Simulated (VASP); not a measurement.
OSZICAR of a VASP run on Nb:

### OSZICAR
```
       N       E                     dE             d eps       ncg     rms          rms(c)
DAV:   1    -0.416145997854E+02   -0.41615E+02   -0.10105E-03  3420   0.189E-01    0.604E-02
DAV:   2    -0.416159617061E+02   -0.13619E-02   -0.13056E-02  3100   0.714E-01    0.176E-01
DAV:   3    -0.416143635633E+02    0.15981E-02   -0.69083E-03  2885   0.561E-01    0.799E-03
DAV:   4    -0.416143868843E+02   -0.23321E-04   -0.16081E-04  2655   0.511E-02    0.379E-03
DAV:   5    -0.416143881542E+02   -0.12699E-05   -0.91192E-06  2102   0.168E-02    0.287E-03
DAV:   6    -0.416143883384E+02   -0.18419E-06   -0.62513E-07  1602   0.636E-03
   1 F= -.41614388E+02 E0= -.41613634E+02  d E =-.226209E-02
```

Question: Which electronic solver shows in the log?

Answer: It is blocked Davidson (ALGO = Normal, or the opening steps of other solvers). The INCAR had ALGO = Normal.

Question: Can the final energy be trusted as converged?

Answer: The run converged. It stopped with EDIFF = 1E-6, NELM = 100 (PBEsol GGA, plane waves, VASP's PBE PAW potentials (set 64)).

The cell is a thin slab with vacuum, built from Nb (bcc): (110) face.
